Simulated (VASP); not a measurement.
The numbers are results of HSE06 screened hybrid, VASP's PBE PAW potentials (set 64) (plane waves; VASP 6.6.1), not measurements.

VASP ran on this input.

**INCAR**
```
SYSTEM = Fe
PREC = Accurate
ENCUT = 400
EDIFF = 1E-6
NELM = 100
ALGO = Normal
LREAL = .FALSE.
LASPH = .TRUE.
ISMEAR = 1
SIGMA = 0.1
GGA = PE
LMAXMIX = 4
ISPIN = 2
MAGMOM = 2.5
LORBIT = 10
LWAVE = .FALSE.
LCHARG = .FALSE.
ISIF = 2
HFSCREEN = 0.2
AEXX = 0.25
LHFCALC = .TRUE.
PRECFOCK = Fast
ISYM = 3
```

**POSCAR**
```
Fe
1
   -1.4350000000     1.4350000000     1.4350000000
    1.4350000000    -1.4350000000     1.4350000000
    1.4350000000     1.4350000000    -1.4350000000
Fe
1
Direct
  0.0000000000   0.0000000000   0.0000000000
```

**KPOINTS**
```
Automatic mesh
0
Gamma
2 2 2
0 0 0
```

POTCAR, in this order: Fe (PBE.64 set). Program: vasp_std.

Output

OUTCAR:
```
 ion  position               nearest neighbor table
   1  0.000  0.000  0.000-
  LATTYP: Found a body centered cubic cell.
 ALAT       =     2.8700000000
 Subroutine PRICEL returns:
 Original cell was already a primitive cell.
 Subroutine GETGRP returns: Found 48 space group operations
The static configuration has the point symmetry O_h .
The dynamic configuration has the point symmetry O_h .
The overall configuration has the point symmetry O_h .
 Subroutine INISYM returns: Found 48 space group operations
 Subroutine IBZKPT returns following result:
 Found      3 irreducible k-points:

 Following reciprocal coordinates:
            Coordinates               Weight
  0.000000  0.000000  0.000000      1.000000
  0.500000  0.000000  0.000000      6.000000
  0.500000  0.500000  0.500000      1.000000
 Subroutine IBZKPT_HF returns following result:
   k-points           NKPTS =      3   k-points in BZ     NKDIM =      8   number of bands    NBANDS=      9
   number of dos      NEDOS =    301   number of ions     NIONS =      1
   total plane-waves  NPLWV =   4096
   dimension x,y,z NGX =    16 NGY =   16 NGZ =   16
   dimension x,y,z NGXF=    32 NGYF=   32 NGZF=   32
   ions per type =               1
   PREC   = accura    normal or accurate (medium, high low for compatibility)
   ISTART =      0    job   : 0-new  1-cont  2-samecut
   ICHARG =      2    charge: 1-file 2-atom 10-const
   ISPIN  =      2    spin polarized calculation?
   LNONCOLLINEAR =      F non collinear calculations
   LSORBIT =      F    spin-orbit coupling
   INIWAV =      1    electr: 0-lowe 1-rand  2-diag
   ENCUT  =  400.0 eV  29.40 Ry    5.42 a.u.   4.05  4.05  4.05*2*pi/ulx,y,z
   NELM   =    100;   NELMIN=  2; NELMDL= -5     # of ELM steps
   EDIFF  = 0.1E-05   stopping-criterion for ELM
   LREAL  =      F    real-space projection
   NLSPLINE    = F    spline interpolate recip. space projectors
   LMAXMIX     =    4 max onsite mixed and CHGCAR
   VOSKOWN=      0    Vosko Wilk Nusair interpolation
...
```

### OSZICAR
```
...
DAV:  12    -0.112038516067E+02    0.12983E-02   -0.27143E-03   143   0.663E-01    0.434E-01
DAV:  13    -0.111904441178E+02    0.13407E-01   -0.81054E-04   137   0.393E-01    0.284E-01
DAV:  14    -0.112011965239E+02   -0.10752E-01   -0.60498E-04   128   0.293E-01    0.179E-01
DAV:  15    -0.111869137069E+02    0.14283E-01   -0.35944E-04   120   0.251E-01    0.130E-01
DAV:  16    -0.111999135953E+02   -0.13000E-01   -0.31822E-04   120   0.211E-01    0.957E-02
DAV:  17    -0.111857251175E+02    0.14188E-01   -0.31424E-04   111   0.226E-01    0.812E-02
DAV:  18    -0.111992851738E+02   -0.13560E-01   -0.29607E-04   120   0.208E-01    0.721E-02
DAV:  19    -0.111852837840E+02    0.14001E-01   -0.31719E-04   111   0.225E-01    0.681E-02
DAV:  20    -0.111989359578E+02   -0.13652E-01   -0.30503E-04   112   0.214E-01    0.662E-02
DAV:  21    -0.111850885407E+02    0.13847E-01   -0.32582E-04   112   0.228E-01    0.648E-02
DAV:  22    -0.111986846169E+02   -0.13596E-01   -0.31804E-04   112   0.219E-01    0.645E-02
DAV:  23    -0.111849766816E+02    0.13708E-01   -0.33632E-04   112   0.231E-01    0.639E-02
DAV:  24    -0.111984409751E+02   -0.13464E-01   -0.33180E-04   112   0.224E-01    0.640E-02
DAV:  25    -0.111848815524E+02    0.13559E-01   -0.34756E-04   112   0.235E-01    0.636E-02
DAV:  26    -0.111981746864E+02   -0.13293E-01   -0.34546E-04   111   0.229E-01    0.639E-02
DAV:  27    -0.111847745702E+02    0.13400E-01   -0.35922E-04   111   0.239E-01    0.636E-02
DAV:  28    -0.111978741922E+02   -0.13100E-01   -0.35899E-04   120   0.233E-01    0.640E-02
DAV:  29    -0.111846446200E+02    0.13230E-01   -0.37117E-04   112   0.242E-01    0.636E-02
DAV:  30    -0.111975354123E+02   -0.12891E-01   -0.37179E-04   120   0.238E-01    0.640E-02
DAV:  31    -0.111844873718E+02    0.13048E-01   -0.38366E-04   111   0.246E-01    0.637E-02
DAV:  32    -0.111971569403E+02   -0.12670E-01   -0.38469E-04   119   0.242E-01    0.641E-02
DAV:  33    -0.111843032253E+02    0.12854E-01   -0.39638E-04   111   0.250E-01    0.638E-02
DAV:  34    -0.111967409385E+02   -0.12438E-01   -0.39715E-04   119   0.245E-01    0.641E-02
DAV:  35    -0.111840928837E+02    0.12648E-01   -0.40933E-04   111   0.253E-01    0.638E-02
DAV:  36    -0.111962914572E+02   -0.12199E-01   -0.40914E-04   119   0.249E-01    0.641E-02
DAV:  37    -0.111838576852E+02    0.12434E-01   -0.42245E-04   111   0.256E-01    0.637E-02
DAV:  38    -0.111958089073E+02   -0.11951E-01   -0.42085E-04   111   0.252E-01    0.642E-02
DAV:  39    -0.111835982142E+02    0.12211E-01   -0.43592E-04   111   0.260E-01    0.639E-02
DAV:  40    -0.111952977885E+02   -0.11700E-01   -0.43169E-04   111   0.255E-01    0.644E-02
DAV:  41    -0.111833190754E+02    0.11979E-01   -0.44918E-04   111   0.263E-01    0.641E-02
DAV:  42    -0.111947626352E+02   -0.11444E-01   -0.44179E-04   111   0.258E-01    0.646E-02
DAV:  43    -0.111830228627E+02    0.11740E-01   -0.46254E-04   111   0.266E-01    0.641E-02
DAV:  44    -0.111942083077E+02   -0.11185E-01   -0.45101E-04   111   0.260E-01    0.647E-02
DAV:  45    -0.111827146621E+02    0.11494E-01   -0.47568E-04   111   0.269E-01    0.642E-02
DAV:  46    -0.111936408055E+02   -0.10926E-01   -0.45934E-04   111   0.262E-01    0.648E-02
DAV:  47    -0.111823990502E+02    0.11242E-01   -0.48862E-04   111   0.272E-01    0.643E-02
DAV:  48    -0.111930661244E+02   -0.10667E-01   -0.46660E-04   111   0.264E-01    0.649E-02
DAV:  49    -0.111820823585E+02    0.10984E-01   -0.50112E-04   111   0.275E-01    0.644E-02
DAV:  50    -0.111924898439E+02   -0.10407E-01   -0.47277E-04   111   0.266E-01    0.650E-02
DAV:  51    -0.111817691684E+02    0.10721E-01   -0.51309E-04   111   0.278E-01    0.645E-02
DAV:  52    -0.111919200602E+02   -0.10151E-01   -0.47794E-04   119   0.267E-01    0.651E-02
DAV:  53    -0.111814673084E+02    0.10453E-01   -0.52434E-04   112   0.280E-01    0.646E-02
DAV:  54    -0.111913630789E+02   -0.98958E-02   -0.48120E-04   119   0.268E-01    0.653E-02
DAV:  55    -0.111811820462E+02    0.10181E-01   -0.53472E-04   112   0.282E-01    0.647E-02
DAV:  56    -0.111908267550E+02   -0.96447E-02   -0.48350E-04   120   0.269E-01    0.654E-02
DAV:  57    -0.111809223280E+02    0.99044E-02   -0.54401E-04   112   0.284E-01    0.648E-02
DAV:  58    -0.111903176289E+02   -0.93953E-02   -0.48444E-04   120   0.270E-01    0.656E-02
DAV:  59    -0.111806958468E+02    0.96218E-02   -0.55206E-04   112   0.286E-01    0.649E-02
DAV:  60    -0.111898439365E+02   -0.91481E-02   -0.48388E-04   120   0.270E-01    0.657E-02
DAV:  61    -0.111805094009E+02    0.93345E-02   -0.55904E-04   112   0.288E-01    0.651E-02
DAV:  62    -0.111894111335E+02   -0.89017E-02   -0.48213E-04   120   0.270E-01    0.659E-02
DAV:  63    -0.111803678522E+02    0.90433E-02   -0.56485E-04   112   0.289E-01    0.651E-02
DAV:  64    -0.111890273461E+02   -0.86595E-02   -0.47954E-04   120   0.269E-01    0.659E-02
DAV:  65    -0.111802785159E+02    0.87488E-02   -0.56890E-04   112   0.290E-01    0.651E-02
DAV:  66    -0.111887010116E+02   -0.84225E-02   -0.47506E-04   120   0.269E-01    0.659E-02
DAV:  67    -0.111802494955E+02    0.84515E-02   -0.57091E-04   112   0.290E-01    0.651E-02
DAV:  68    -0.111884366993E+02   -0.81872E-02   -0.46914E-04   120   0.268E-01    0.658E-02
DAV:  69    -0.111802863543E+02    0.81503E-02   -0.57094E-04   112   0.290E-01    0.650E-02
DAV:  70    -0.111882380929E+02   -0.79517E-02   -0.46214E-04   120   0.267E-01    0.658E-02
DAV:  71    -0.111803911855E+02    0.78469E-02   -0.56902E-04   112   0.290E-01    0.650E-02
DAV:  72    -0.111881107219E+02   -0.77195E-02   -0.45408E-04   121   0.266E-01    0.658E-02
DAV:  73    -0.111805651066E+02    0.75456E-02   -0.56531E-04   112   0.289E-01    0.649E-02
DAV:  74    -0.111880576159E+02   -0.74925E-02   -0.44510E-04   121   0.264E-01    0.657E-02
DAV:  75    -0.111808129295E+02    0.72447E-02   -0.55980E-04   112   0.288E-01    0.649E-02
DAV:  76    -0.111880808627E+02   -0.72679E-02   -0.43528E-04   121   0.262E-01    0.656E-02
DAV:  77    -0.111811338597E+02    0.69470E-02   -0.55266E-04   112   0.287E-01    0.648E-02
DAV:  78    -0.111881796867E+02   -0.70458E-02   -0.42495E-04   121   0.260E-01    0.655E-02
DAV:  79    -0.111815276180E+02    0.66521E-02   -0.54391E-04   112   0.285E-01    0.646E-02
DAV:  80    -0.111883541377E+02   -0.68265E-02   -0.41422E-04   121   0.258E-01    0.653E-02
DAV:  81    -0.111819929923E+02    0.63611E-02   -0.53367E-04   112   0.283E-01    0.645E-02
DAV:  82    -0.111886054660E+02   -0.66125E-02   -0.40313E-04   121   0.255E-01    0.652E-02
DAV:  83    -0.111825270282E+02    0.60784E-02   -0.52231E-04   112   0.281E-01    0.643E-02
DAV:  84    -0.111889300572E+02   -0.64030E-02   -0.39201E-04   121   0.253E-01    0.649E-02
DAV:  85    -0.111831284124E+02    0.58016E-02   -0.51001E-04   112   0.278E-01    0.641E-02
DAV:  86    -0.111893259680E+02   -0.61976E-02   -0.38089E-04   121   0.250E-01    0.647E-02
DAV:  87    -0.111837911728E+02    0.55348E-02   -0.49693E-04   112   0.276E-01    0.639E-02
DAV:  88    -0.111897894481E+02   -0.59983E-02   -0.36994E-04   121   0.247E-01    0.645E-02
DAV:  89    -0.111845116695E+02    0.52778E-02   -0.48337E-04   120   0.273E-01    0.636E-02
DAV:  90    -0.111903152364E+02   -0.58036E-02   -0.35914E-04   121   0.244E-01    0.642E-02
DAV:  91    -0.111852840373E+02    0.50312E-02   -0.46913E-04   121   0.269E-01    0.634E-02
DAV:  92    -0.111908999420E+02   -0.56159E-02   -0.34883E-04   121   0.241E-01    0.639E-02
DAV:  93    -0.111861049564E+02    0.47950E-02   -0.45507E-04   121   0.266E-01    0.631E-02
DAV:  94    -0.111915403497E+02   -0.54354E-02   -0.33889E-04   121   0.238E-01    0.636E-02
DAV:  95    -0.111869677853E+02    0.45726E-02   -0.44088E-04   120   0.263E-01    0.629E-02
DAV:  96    -0.111922287305E+02   -0.52609E-02   -0.32950E-04   121   0.235E-01    0.634E-02
DAV:  97    -0.111878681521E+02    0.43606E-02   -0.42688E-04   120   0.259E-01    0.627E-02
DAV:  98    -0.111929614962E+02   -0.50933E-02   -0.32048E-04   121   0.232E-01    0.632E-02
DAV:  99    -0.111887994070E+02    0.41621E-02   -0.41338E-04   120   0.255E-01    0.625E-02
DAV: 100    -0.111937312906E+02   -0.49319E-02   -0.31184E-04   121   0.230E-01
   1 F= -.11193731E+02 E0= -.11194000E+02  d E =0.805017E-03  mag=     3.7500
```

### OUTCAR
```
------------------------ aborting loop EDIFF was not reached (unconverged)  ----------------------------
  FORCE on cell =-STRESS in cart. coord.  units (eV):
  Direction    XX          YY          ZZ          XY          YZ          ZX
  --------------------------------------------------------------------------------------
  Total        0.8044854      0.8044854      0.8044854     -0.0000000     -0.0000000     -0.0000000
  in kB      109.0468372    109.0468372    109.0468372     -0.0000000     -0.0000000     -0.0000000
  external PRESSURE =     109.0468372 kB  Pullay stress =       0.0000000 kB
  volume of cell :       11.82
      direct lattice vectors                 reciprocal lattice vectors
    -1.435000000  1.435000000  1.435000000     0.000000000  0.348432056  0.348432056
     1.435000000 -1.435000000  1.435000000     0.348432056  0.000000000  0.348432056
     1.435000000  1.435000000 -1.435000000     0.348432056  0.348432056  0.000000000
 POSITION                                       TOTAL-FORCE (eV/Angst)
 -----------------------------------------------------------------------------------
      0.00000      0.00000      0.00000        -0.000000      0.000000      0.000000
 -----------------------------------------------------------------------------------
    total drift:                               -0.000006     -0.000008      0.000024
  FREE ENERGIE OF THE ION-ELECTRON SYSTEM (eV)
  ---------------------------------------------------
  free  energy   TOTEN  =       -11.1937312906 eV

  energy  without entropy=      -11.1945363080  energy(sigma->0) =      -11.19399963

  exchange ACFDT corr.  =         0.00000000  see jH, gK, PRB 81, 115126

 total charge

# of ion       s       p       d       tot
------------------------------------------
    1        0.430   0.508   6.348   7.286

 magnetization (x)

# of ion       s       p       d       tot
------------------------------------------
    1       -0.049   0.508   3.010   3.469
```
(Selected blocks of OUTCAR.)

### stdout
```
...
DAV:  81    -0.111819929923E+02    0.63611E-02   -0.53367E-04   112   0.283E-01    0.645E-02
DAV:  82    -0.111886054660E+02   -0.66125E-02   -0.40313E-04   121   0.255E-01    0.652E-02
DAV:  83    -0.111825270282E+02    0.60784E-02   -0.52231E-04   112   0.281E-01    0.643E-02
DAV:  84    -0.111889300572E+02   -0.64030E-02   -0.39201E-04   121   0.253E-01    0.649E-02
DAV:  85    -0.111831284124E+02    0.58016E-02   -0.51001E-04   112   0.278E-01    0.641E-02
DAV:  86    -0.111893259680E+02   -0.61976E-02   -0.38089E-04   121   0.250E-01    0.647E-02
DAV:  87    -0.111837911728E+02    0.55348E-02   -0.49693E-04   112   0.276E-01    0.639E-02
DAV:  88    -0.111897894481E+02   -0.59983E-02   -0.36994E-04   121   0.247E-01    0.645E-02
DAV:  89    -0.111845116695E+02    0.52778E-02   -0.48337E-04   120   0.273E-01    0.636E-02
DAV:  90    -0.111903152364E+02   -0.58036E-02   -0.35914E-04   121   0.244E-01    0.642E-02
DAV:  91    -0.111852840373E+02    0.50312E-02   -0.46913E-04   121   0.269E-01    0.634E-02
DAV:  92    -0.111908999420E+02   -0.56159E-02   -0.34883E-04   121   0.241E-01    0.639E-02
DAV:  93    -0.111861049564E+02    0.47950E-02   -0.45507E-04   121   0.266E-01    0.631E-02
DAV:  94    -0.111915403497E+02   -0.54354E-02   -0.33889E-04   121   0.238E-01    0.636E-02
DAV:  95    -0.111869677853E+02    0.45726E-02   -0.44088E-04   120   0.263E-01    0.629E-02
DAV:  96    -0.111922287305E+02   -0.52609E-02   -0.32950E-04   121   0.235E-01    0.634E-02
DAV:  97    -0.111878681521E+02    0.43606E-02   -0.42688E-04   120   0.259E-01    0.627E-02
DAV:  98    -0.111929614962E+02   -0.50933E-02   -0.32048E-04   121   0.232E-01    0.632E-02
DAV:  99    -0.111887994070E+02    0.41621E-02   -0.41338E-04   120   0.255E-01    0.625E-02
DAV: 100    -0.111937312906E+02   -0.49319E-02   -0.31184E-04   121   0.230E-01

 -----------------------------------------------------------------------------
|                                                                             |
|           W    W    AA    RRRRR   N    N  II  N    N   GGGG   !!!           |
|           W    W   A  A   R    R  NN   N  II  NN   N  G    G  !!!           |
|           W    W  A    A  R    R  N N  N  II  N N  N  G       !!!           |
|           W WW W  AAAAAA  RRRRR   N  N N  II  N  N N  G  GGG   !            |
|           WW  WW  A    A  R   R   N   NN  II  N   NN  G    G                |
|           W    W  A    A  R    R  N    N  II  N    N   GGGG   !!!           |
|                                                                             |
|     The electronic self-consistency was not achieved in the given           |
|     number of steps (NELM). The forces and other quantities evaluated       |
|     might not be reliable so examine the results carefully. If you find     |
|     spurious results, we suggest increasing NELM, if you were close to      |
|     convergence or switching to a different ALGO or adjusting the           |
|     density mixing parameters otherwise.                                    |
|                                                                             |
 -----------------------------------------------------------------------------

   1 F= -.11193731E+02 E0= -.11194000E+02  d E =0.805017E-03  mag=     3.7500
```

Convergence was not reached.

The compound is Fe in the bcc structure. The cell was not relaxed at this level. The k-mesh is coarse (spacing up to 1.55 per Å, 2π included), so the numbers may not be converged in it.
